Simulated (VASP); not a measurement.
The system is Hf4O7.

```
CELL_PARAMETERS angstrom
5.11800 0.00000 0.00000
0.00000 5.18570 0.00000
-0.85866 0.00000 5.21387
ATOMIC_POSITIONS crystal
Hf 0.27550 0.03970 0.20800
Hf 0.72450 0.53970 0.29200
Hf 0.72450 0.96030 0.79200
Hf 0.27550 0.46030 0.70800
O 0.55130 0.25810 0.01990
O 0.55130 0.24190 0.51990
O 0.44870 0.74190 0.98010
O 0.07420 0.33160 0.34670
O 0.92580 0.83160 0.15330
O 0.92580 0.66840 0.65330
O 0.07420 0.16840 0.84670
```

The cell was built by a generator and needn't be a form met in nature.

```yaml
Program: VASP 6.6.1
Task: relaxation of cell and atoms
Functional: PBE
Potentials_or_basis: VASP PAW PBE potentials, release 64 (Hf_pv, O)
Cutoff: 600 eV
k_mesh: 4 × 4 × 4
Occupations: gaussian, width 0.05 eV
Spin: no spin polarisation
```

At the start: pressure 0.2 GPa; volume 12.58 Å³/atom.

Question: How do energy, volume and symmetry change on relaxing?

Answer: Over 40 steps the energy falls by 4.5 meV/atom and the volume is 12.57 Å³/atom (-0.1 %); space group P1 (No. 1, to 0.05 Å).

The path:
```csv
step,energy change (eV),largest force (eV/Å),pressure (GPa),volume (Å³)
1,0.0000,0.5920,0.18,138.38
2,-0.0279,0.3886,-0.54,138.66
3,-0.0280,0.4085,-0.59,138.68
4,-0.0384,0.2099,1.09,137.90
5,-0.0393,0.1476,0.70,138.07
6,-0.0446,0.1128,-0.38,138.83
7,-0.0446,0.1101,-0.33,138.79
8,-0.0466,0.0656,0.09,138.59
9,-0.0466,0.0605,0.07,138.60
10,-0.0472,0.0453,0.02,138.65
11,-0.0472,0.0413,0.01,138.66
12,-0.0475,0.0282,-0.02,138.70
13,-0.0475,0.0288,-0.02,138.71
14,-0.0476,0.0190,0.00,138.69
15,-0.0477,0.0162,0.01,138.68
16,-0.0477,0.0181,0.01,138.68
17,-0.0478,0.0174,-0.01,138.69
18,-0.0478,0.0245,-0.02,138.69
19,-0.0479,0.0181,-0.02,138.68
20,-0.0480,0.0311,-0.01,138.66
21,-0.0481,0.0245,-0.01,138.64
22,-0.0482,0.0257,-0.01,138.57
23,-0.0481,0.0581,-0.01,138.45
24,-0.0483,0.0355,-0.02,138.53
25,-0.0484,0.0264,0.02,138.50
26,-0.0485,0.0409,0.13,138.39
27,-0.0486,0.0328,0.08,138.40
28,-0.0487,0.0283,-0.08,138.45
29,-0.0488,0.0223,-0.04,138.41
30,-0.0490,0.0350,0.06,138.30
31,-0.0491,0.0178,0.03,138.30
32,-0.0491,0.0185,0.00,138.29
33,-0.0492,0.0081,0.00,138.29
34,-0.0492,0.0090,-0.01,138.29
35,-0.0492,0.0089,-0.01,138.29
36,-0.0492,0.0086,-0.01,138.29
37,-0.0492,0.0060,-0.01,138.28
38,-0.0492,0.0081,-0.01,138.27
39,-0.0492,0.0095,-0.01,138.27
40,-0.0492,0.0040,0.03,138.25
```

Final structure:
```yaml
crystal:
  lattice:
    - [5.11798, 0.00187, -0.00999]
    - [0.00182, 5.20551, -0.02140]
    - [-0.86886, -0.02200, 5.19116]
  atoms:
    - { symbol: Hf, position: [0.28013, 0.04478, 0.20848] }
    - { symbol: Hf, position: [0.72389, 0.54846, 0.28984] }
    - { symbol: Hf, position: [0.72286, 0.95920, 0.79120] }
    - { symbol: Hf, position: [0.27218, 0.45452, 0.70905] }
    - { symbol: O, position: [0.55212, 0.26030, 0.02031] }
    - { symbol: O, position: [0.54846, 0.23481, 0.51951] }
    - { symbol: O, position: [0.44701, 0.74353, 0.97755] }
    - { symbol: O, position: [0.07399, 0.34077, 0.34097] }
    - { symbol: O, position: [0.93280, 0.83783, 0.16379] }
    - { symbol: O, position: [0.92378, 0.66005, 0.66187] }
    - { symbol: O, position: [0.07407, 0.15765, 0.83732] }
```
